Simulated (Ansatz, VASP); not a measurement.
## Cross-check of MoS2 between VASP and Ansatz

Wanted: the spread between two codes on one cell, functional and k mesh. The cell is taken from a series of runs on this material, whose earlier steps may have relaxed, scaled, displaced or heated it; both programs get it as it stands.

Method: plane waves, with VASP 6.6.1 beside it; zone-centre phonons at PBE with D3(BJ), in Ansatz 0.2.0.

### 1. The starting structure

Symmetry: P6_3/mmc, No. 194, hexagonal system. Conventional cell: a = 3.164 Å, b = 3.164 Å, c = 12.459 Å, α = 90.00°, β = 90.00°, γ = 120.00°. Nearest to S lie 3 Mo at 2.41 Å. Nearest to Mo lie 6 S at 2.41 Å. Farther neighbours and most contacts between anions are not listed.

Structure file:

```cif
data_structure
_symmetry_space_group_name_H-M 'P 1'
_symmetry_Int_Tables_number 1
_cell_length_a 3.1637
_cell_length_b 3.1637
_cell_length_c 12.4593
_cell_angle_alpha 90.000
_cell_angle_beta 90.000
_cell_angle_gamma 120.000
_cell_volume 108.00
loop_
_atom_site_label
_atom_site_type_symbol
_atom_site_fract_x
_atom_site_fract_y
_atom_site_fract_z
_atom_site_occupancy
S1 S 0.33333 0.66667 0.62441 1
S2 S 0.66667 0.33333 0.12441 1
S3 S 0.33333 0.66667 0.87559 1
S4 S 0.66667 0.33333 0.37559 1
Mo5 Mo 0.33333 0.66667 0.25000 1
Mo6 Mo 0.66667 0.33333 0.75000 1
```

### 2. VASP: zone-centre phonons, PBE with D3(BJ)

Second derivatives magnify differences that forces hide, and they need a tight electronic threshold.

Lines of VASP's logs that name or quote its potential files are left out, and so is its time.

Contents of INCAR:

```
SYSTEM = MoS2
PREC = Accurate
ENCUT = 500
EDIFF = 1E-08
NELM = 120
ISMEAR = 0
SIGMA = 0.01
LREAL = .FALSE.
ALGO = Normal
GGA = PE
IVDW = 12
NBANDS = 32
LASPH = .TRUE.
LORBIT = 11
LWAVE = .FALSE.
LCHARG = .FALSE.
ISIF = 2
IBRION = 6
NFREE = 2
POTIM = 0.015
NSW = 1
GGA_COMPAT = .FALSE.
EFERMI = MIDGAP
KPAR = 2
```

Contents of POSCAR:

```
MoS2
1.0
    3.1637477029      0.0000000000      0.0000000000
   -1.5818738514      2.7398858819      0.0000000000
    0.0000000000      0.0000000000     12.4593284795
S Mo
4 2
Direct
    0.3333333334      0.6666666668      0.6244128751
    0.6666666668      0.3333333334      0.1244128751
    0.3333333334      0.6666666668      0.8755871249
    0.6666666668      0.3333333334      0.3755871249
    0.3333333334      0.6666666668      0.2500000000
    0.6666666668      0.3333333334      0.7500000000
```

Contents of KPOINTS:

```
Automatic mesh
0
Gamma
12 12 4
0 0 0
```

PAW data sets: S and Mo_sv (PBE family, release 64).

Command:

```console
> mpirun -np 2 vasp_std
```

Numbers of over 12 decimals in the logs are rounded to 6 here.

Log:

```text
[banner, memory and clock lines left out]
running    2 mpi-ranks, on    1 nodes
 distrk:  each k-point on    1 cores,    2 groups
 distr:  one band on    1 cores,    1 groups

 POSCAR found type information on POSCAR S Mo
 POSCAR found :  2 types and       6 ions
 LDA part: xc-table for (Slater+PW92), standard interpolation
 POSCAR, INCAR and KPOINTS ok, starting setup
 FFT: planning ... GRIDC
 FFT: planning ... GRID_SOFT
 FFT: planning ... GRID
 WAVECAR not read
 entering main loop
       N       E                     dE             d eps       ncg     rms          rms(c)
DAV:   1     0.440867629055E+03    0.44087E+03   -0.29062E+04  4048   0.150E+03
DAV:   2    -0.235998811603E+02   -0.46447E+03   -0.45391E+03  4520   0.386E+02
DAV:   3    -0.460793307837E+02   -0.22479E+02   -0.22273E+02  4728   0.756E+01
DAV:   4    -0.465572446201E+02   -0.47791E+00   -0.47678E+00  4464   0.108E+01
DAV:   5    -0.465697533148E+02   -0.12509E-01   -0.12501E-01  4688   0.166E+00    0.341E+01
DAV:   6    -0.444086611456E+02    0.21611E+01   -0.20275E+01  3984   0.246E+01    0.132E+01
DAV:   7    -0.439713860224E+02    0.43728E+00   -0.90203E+00  4056   0.157E+01    0.815E+00
DAV:   8    -0.436253053692E+02    0.34608E+00   -0.14213E+00  4624   0.679E+00    0.293E+00
DAV:   9    -0.436376290420E+02   -0.12324E-01   -0.14018E-01  4840   0.184E+00    0.134E+00
DAV:  10    -0.436284823222E+02    0.91467E-02   -0.60946E-02  4408   0.142E+00    0.330E-01
DAV:  11    -0.436285372194E+02   -0.54897E-04   -0.23874E-03  4552   0.282E-01    0.193E-01
DAV:  12    -0.436284302661E+02    0.10695E-03   -0.55587E-04  4448   0.123E-01    0.759E-02
DAV:  13    -0.436284387632E+02   -0.84972E-05   -0.14855E-04  4784   0.630E-02    0.851E-03
DAV:  14    -0.436284418138E+02   -0.30505E-05   -0.11304E-05  4464   0.188E-02    0.136E-02
DAV:  15    -0.436284425375E+02   -0.72375E-06   -0.21812E-06  4360   0.789E-03    0.424E-03
DAV:  16    -0.436284424289E+02    0.10867E-06   -0.85613E-07  4688   0.520E-03    0.125E-03
DAV:  17    -0.436284425011E+02   -0.72240E-07   -0.47577E-08  3896   0.133E-03    0.859E-04
DAV:  18    -0.436284424744E+02    0.26687E-07   -0.28840E-09  2848   0.286E-04    0.531E-04
DAV:  19    -0.436284424628E+02    0.11646E-07   -0.16155E-09  2640   0.185E-04    0.139E-04
DAV:  20    -0.436284424617E+02    0.10741E-08   -0.34193E-10  2544   0.767E-05
   1 F= -.46149327E+02 E0= -.46149327E+02  d E =0.000000E+00
[... from here on, the cycles between the ionic steps are left out ...]
   2 F= -.46148242E+02 E0= -.46148242E+02  d E =0.000000E+00
   3 F= -.46148242E+02 E0= -.46148242E+02  d E =0.000000E+00
   4 F= -.46147587E+02 E0= -.46147587E+02  d E =0.000000E+00
   5 F= -.46147220E+02 E0= -.46147220E+02  d E =0.000000E+00
   6 F= -.46147069E+02 E0= -.46147069E+02  d E =0.000000E+00
   7 F= -.46147069E+02 E0= -.46147069E+02  d E =0.000000E+00
   8 F= -.46145944E+02 E0= -.46145944E+02  d E =0.000000E+00
 Finite differences progress:
  Degree of freedom:   4/  4
  Displacement:        1/  2
  Total:               7/  8
 bond charge predicted
       N       E                     dE             d eps       ncg     rms          rms(c)
DAV:   1    -0.436122182202E+02    0.12835E-01   -0.56948E+00  4416   0.158E+01    0.579E-01
DAV:   2    -0.436254721018E+02   -0.13254E-01   -0.14326E-01  5208   0.239E+00    0.163E-01
DAV:   3    -0.436250163914E+02    0.45571E-03   -0.22728E-03  5696   0.319E-01    0.922E-02
DAV:   4    -0.436250479159E+02   -0.31524E-04   -0.97722E-04  5400   0.159E-01    0.520E-02
DAV:   5    -0.436250501375E+02   -0.22216E-05   -0.59506E-05  5504   0.483E-02    0.435E-02
DAV:   6    -0.436250536605E+02   -0.35230E-05   -0.10743E-05  5552   0.221E-02    0.213E-02
DAV:   7    -0.436250533451E+02    0.31532E-06   -0.48767E-06  5648   0.126E-02    0.703E-03
DAV:   8    -0.436250531944E+02    0.15074E-06   -0.27065E-06  5384   0.891E-03    0.197E-03
DAV:   9    -0.436250532183E+02   -0.23890E-07   -0.13484E-07  5256   0.222E-03    0.149E-03
DAV:  10    -0.436250532247E+02   -0.63928E-08   -0.91286E-09  3384   0.529E-04
   9 F= -.46145944E+02 E0= -.46145944E+02  d E =0.000000E+00
 Finite differences progress:
  Degree of freedom:   4/  4
  Displacement:        2/  2
  Total:               8/  8
```

From OUTCAR (step 2):

```text
ion  position               nearest neighbor table
   1  0.333  0.667  0.624-   6 2.41   6 2.41   6 2.41
   2  0.667  0.333  0.124-   5 2.41   5 2.41   5 2.41
   3  0.333  0.667  0.876-   6 2.41   6 2.41   6 2.41
   4  0.667  0.333  0.376-   5 2.41   5 2.41   5 2.41
   5  0.333  0.667  0.250-   2 2.41   4 2.41   2 2.41   4 2.41   2 2.41   4 2.41
   6  0.667  0.333  0.750-   1 2.41   3 2.41   1 2.41   3 2.41   1 2.41   3 2.41

  LATTYP: Found a hexagonal cell.
 ALAT       =     3.1637477029
 C/A-ratio  =     3.9381548877

 Subroutine GETGRP returns: Found 24 space group operations
 (whereof 12 operations were pure point group operations)

The static configuration has the point symmetry D_3d.
 The point group associated with its full space group is D_6h.

 Found     57 irreducible k-points:

   k-points           NKPTS =     57   k-points in BZ     NKDIM =     57   number of bands    NBANDS=     32

   dimension x,y,z NGX =    24 NGY =   24 NGZ =   96
   dimension x,y,z NGXF=    48 NGYF=   48 NGZF=  192

   ENCUT  =  500.0 eV  36.75 Ry    6.06 a.u.   5.77  5.77 22.72*2*pi/ulx,y,z

   NELECT =      52.0000    total number of electrons

 k-points in reciprocal lattice and weights: Automatic mesh
   0.00000000  0.00000000  0.00000000       0.002
   0.08333333 -0.00000000  0.00000000       0.010
   0.16666667  0.00000000  0.00000000       0.010
   0.25000000 -0.00000000  0.00000000       0.010
   0.33333333  0.00000000  0.00000000       0.010
   0.41666667  0.00000000  0.00000000       0.010
   0.50000000 -0.00000000  0.00000000       0.005
   0.08333333  0.08333333  0.00000000       0.010
   0.16666667  0.08333333  0.00000000       0.021
[...]
0.33333333  0.25000000  0.50000000       0.021
   0.33333333  0.33333333  0.50000000       0.003

 Edisp (eV)   -2.52089

 average (electrostatic) potential at core
       1 -84.5731       2 -84.5754       3 -84.5711       4 -84.5694       5 -74.8530
       6 -74.8530

 E-fermi :   7.8187

 k-point     1 :       0.0000    0.0000    0.0000
  band No.  band energies     occupation
    ...
     22       5.2708      2.00000
     23       5.2708      2.00000
     24       6.0838      2.00000
     25       6.2528      2.00000
     26       7.3395      2.00000
     27       9.5071      0.00000
     28       9.5071      0.00000
     29       9.5331      0.00000
     30       9.5331      0.00000
     31       9.6960      0.00000
    ...

 k-point     2 :       0.0833   -0.0000    0.0000
  band No.  band energies     occupation
    ...
     22       5.1063      2.00000
     23       5.3517      2.00000
     24       6.2242      2.00000
     25       6.2939      2.00000
     26       7.1507      2.00000
[...]
0.00000      1.82659     10.90923        -0.000000      0.000000     -0.012719
      1.58187      0.91330      4.67956         0.000000     -0.000000     -0.233988
      0.00000      1.82659      3.09983         0.000000      0.000000      0.451121
      1.58187      0.91330      9.34450        -0.000000      0.000000     -0.002118
 -----------------------------------------------------------------------------------
    total drift:                               -0.000000     -0.000001      0.000107

  FREE ENERGIE OF THE ION-ELECTRON SYSTEM (eV)
  ---------------------------------------------------
  free  energy   TOTEN  =       -46.1459438984 eV

  energy  without entropy=      -46.1459438984  energy(sigma->0) =      -46.14594390

 Eigenvectors and eigenvalues of the dynamical matrix
 ----------------------------------------------------

   1 f  =   13.907240 THz    87.381764 2PiTHz  463.895582 cm-1    57.515696 meV
             X         Y         Z           dx          dy          dz
      0.000000  1.826591  7.779765    -0.000000   -0.000000   -0.389760
      1.581874  0.913295  1.550101     0.000000   -0.000000    0.389760
      0.000000  1.826591 10.909228    -0.000000   -0.000000   -0.389760
      1.581874  0.913295  4.679563     0.000000   -0.000000    0.389760
      0.000000  1.826591  3.114832    -0.000000    0.000000   -0.442916
      1.581874  0.913295  9.344496     0.000000    0.000000    0.442916

   2 f  =   13.795395 THz    86.679024 2PiTHz  460.164851 cm-1    57.053144 meV
             X         Y         Z           dx          dy          dz
      0.000000  1.826591  7.779765    -0.000000    0.000000    0.387093
      1.581874  0.913295  1.550101     0.000000    0.000000    0.387093
      0.000000  1.826591 10.909228    -0.000000    0.000000    0.387093
      1.581874  0.913295  4.679563     0.000000    0.000000    0.387093
      0.000000  1.826591  3.114832    -0.000000   -0.000000   -0.447569
      1.581874  0.913295  9.344496     0.000000   -0.000000   -0.447569

   3 f  =   12.098652 THz    76.018074 2PiTHz  403.567599 cm-1    50.035983 meV
             X         Y         Z           dx          dy          dz
      0.000000  1.826591  7.779765    -0.000000   -0.000000   -0.500000
      1.581874  0.913295  1.550101    -0.000000    0.000000   -0.500000
      0.000000  1.826591 10.909228     0.000000   -0.000000    0.500000
      1.581874  0.913295  4.679563    -0.000000    0.000000    0.500000
      0.000000  1.826591  3.114832     0.000000   -0.000000    0.000000
      1.581874  0.913295  9.344496     0.000000    0.000000    0.000000

   4 f  =   11.941836 THz    75.032767 2PiTHz  398.336767 cm-1    49.387442 meV
             X         Y         Z           dx          dy          dz
      0.000000  1.826591  7.779765    -0.000000    0.000000    0.500000
      1.581874  0.913295  1.550101     0.000000   -0.000000   -0.500000
      0.000000  1.826591 10.909228     0.000000    0.000000   -0.500000
      1.581874  0.913295  4.679563     0.000000   -0.000000    0.500000
      0.000000  1.826591  3.114832    -0.000000    0.000000    0.000000
      1.581874  0.913295  9.344496     0.000000   -0.000000   -0.000000

   5 f  =   11.290264 THz    70.938821 2PiTHz  376.602672 cm-1    46.692759 meV
             X         Y         Z           dx          dy          dz
      0.000000  1.826591  7.779765     0.206320    0.327518    0.000000
      1.581874  0.913295  1.550101     0.206320    0.327518   -0.000000
      0.000000  1.826591 10.909228     0.206320    0.327518   -0.000000
      1.581874  0.913295  4.679563     0.206320    0.327518    0.000000
      0.000000  1.826591  3.114832    -0.238563   -0.378703    0.000000
      1.581874  0.913295  9.344496    -0.238563   -0.378703    0.000000

   6 f  =   11.290264 THz    70.938821 2PiTHz  376.602672 cm-1    46.692759 meV
             X         Y         Z           dx          dy          dz
      0.000000  1.826591  7.779765     0.327518   -0.206320   -0.000000
      1.581874  0.913295  1.550101     0.327518   -0.206320    0.000000
      0.000000  1.826591 10.909228     0.327518   -0.206320    0.000000
      1.581874  0.913295  4.679563     0.327518   -0.206320   -0.000000
      0.000000  1.826591  3.114832    -0.378703    0.238563    0.000000
      1.581874  0.913295  9.344496    -0.378703    0.238563   -0.000000

   7 f  =   11.288073 THz    70.925055 2PiTHz  376.529589 cm-1    46.683698 meV
             X         Y         Z           dx          dy          dz
      0.000000  1.826591  7.779765     0.206681    0.328089   -0.000000
      1.581874  0.913295  1.550101    -0.206681   -0.328089    0.000000
      0.000000  1.826591 10.909228     0.206681    0.328089    0.000000
      1.581874  0.913295  4.679563    -0.206681   -0.328089   -0.000000
      0.000000  1.826591  3.114832     0.237940    0.377710   -0.000000
      1.581874  0.913295  9.344496    -0.237940   -0.377710    0.000000

   8 f  =   11.288073 THz    70.925055 2PiTHz  376.529589 cm-1    46.683698 meV
             X         Y         Z           dx          dy          dz
      0.000000  1.826591  7.779765    -0.328089    0.206681   -0.000000
      1.581874  0.913295  1.550101     0.328089   -0.206681    0.000000
      0.000000  1.826591 10.909228    -0.328089    0.206681    0.000000
      1.581874  0.913295  4.679563     0.328089   -0.206681   -0.000000
      0.000000  1.826591  3.114832    -0.377710    0.237940    0.000000
      1.581874  0.913295  9.344496     0.377710   -0.237940    0.000000

   9 f  =    8.408577 THz    52.832649 2PiTHz  280.479945 cm-1    34.775065 meV
             X         Y         Z           dx          dy          dz
      0.000000  1.826591  7.779765    -0.266508   -0.423052    0.000000
      1.581874  0.913295  1.550101    -0.266508   -0.423052    0.000000
      0.000000  1.826591 10.909228     0.266508    0.423052   -0.000000
      1.581874  0.913295  4.679563     0.266508    0.423052   -0.000000
      0.000000  1.826591  3.114832    -0.000000   -0.000000   -0.000000
      1.581874  0.913295  9.344496     0.000000    0.000000    0.000000

  10 f  =    8.408577 THz    52.832649 2PiTHz  280.479945 cm-1    34.775065 meV
             X         Y         Z           dx          dy          dz
      0.000000  1.826591  7.779765     0.423052   -0.266508    0.000000
      1.581874  0.913295  1.550101     0.423052   -0.266508   -0.000000
      0.000000  1.826591 10.909228    -0.423052    0.266508   -0.000000
      1.581874  0.913295  4.679563    -0.423052    0.266508    0.000000
      0.000000  1.826591  3.114832     0.000000   -0.000000   -0.000000
      1.581874  0.913295  9.344496    -0.000000    0.000000    0.000000

  11 f  =    8.352540 THz    52.480558 2PiTHz  278.610755 cm-1    34.543316 meV
             X         Y         Z           dx          dy          dz
      0.000000  1.826591  7.779765     0.266504    0.423055    0.000000
      1.581874  0.913295  1.550101    -0.266504   -0.423055    0.000000
      0.000000  1.826591 10.909228    -0.266504   -0.423055   -0.000000
      1.581874  0.913295  4.679563     0.266504    0.423055   -0.000000
      0.000000  1.826591  3.114832    -0.000000    0.000000   -0.000000
      1.581874  0.913295  9.344496    -0.000000    0.000000   -0.000000

  12 f  =    8.352540 THz    52.480558 2PiTHz  278.610755 cm-1    34.543316 meV
             X         Y         Z           dx          dy          dz
      0.000000  1.826591  7.779765    -0.423055    0.266504    0.000000
      1.581874  0.913295  1.550101     0.423055   -0.266504   -0.000000
      0.000000  1.826591 10.909228     0.423055   -0.266504   -0.000000
      1.581874  0.913295  4.679563    -0.423055    0.266504    0.000000
      0.000000  1.826591  3.114832     0.000000   -0.000000   -0.000000
      1.581874  0.913295  9.344496     0.000000   -0.000000   -0.000000

  13 f  =    1.333709 THz     8.379943 2PiTHz   44.487757 cm-1     5.515776 meV
             X         Y         Z           dx          dy          dz
      0.000000  1.826591  7.779765    -0.000000    0.000000   -0.313189
      1.581874  0.913295  1.550101     0.000000   -0.000000    0.313189
      0.000000  1.826591 10.909228    -0.000000    0.000000   -0.313189
      1.581874  0.913295  4.679563     0.000000   -0.000000    0.313189
      0.000000  1.826591  3.114832     0.000000   -0.000000    0.551204
      1.581874  0.913295  9.344496    -0.000000    0.000000   -0.551204
    [... 42 further lines ...]
      1.581874  0.913295  4.679563    -0.287322   -0.132704   -0.000000
      0.000000  1.826591  3.114832    -0.496975   -0.229537   -0.000001
      1.581874  0.913295  9.344496    -0.496975   -0.229537   -0.000001

 ELASTIC MODULI CONTR FROM IONIC RELAXATION (kBar)
 Direction    XX          YY          ZZ          XY          YZ          ZX
 --------------------------------------------------------------------------------
 XX        -362.0817   -240.4288   -865.3111     -0.0000      0.0000     -0.0000
 YY        -240.4288   -362.0817   -865.3111     -0.0000     -0.0000      0.0000
 ZZ        -865.3111   -865.3111  -2485.4779     -0.0000      0.0000     -0.0000
 XY          -0.0000     -0.0000     -0.0000    -60.8265     -0.0000      0.0000
 YZ           0.0000     -0.0000      0.0000      0.0000  -1251.4046     -0.0000
 ZX          -0.0000      0.0000     -0.0000      0.0000     -0.0000  -1251.4037
 --------------------------------------------------------------------------------

 total charge
# of ion       s       p       d       tot
------------------------------------------
    1        1.365   2.340   0.000   3.705
    2        1.365   2.340   0.000   3.705
    3        1.365   2.340   0.000   3.705
    4        1.365   2.340   0.000   3.705
    5        2.291   6.221   3.950  12.462
    6        2.291   6.221   3.950  12.462
--------------------------------------------------
tot         10.042  21.804   7.899  39.745
```

This run has no spin polarisation, so a moment on Mo, if there is one, isn't seen. The last energy, forces, stress and levels in OUTCAR belong to the last displaced cell, not to the cell of POSCAR.

Levels, forces or a CONTCAR printed for this step are those of its last displaced cell, not of the structure at rest.

(Part 1 of 2 ends here.)

[Lines on the potential files, build, host, timing and source positions are cut from VASP's logs without a mark.]

[Logs are printed without paths, hosts, clocks, repeated set-up lines and the standing remarks that a program may print on its own settings, such as how far it seeks lower states.]

[Hosts, paths, dates, database ids (printed as entryN), source tags and the programs' standing remarks are cut or masked in the printed files.]
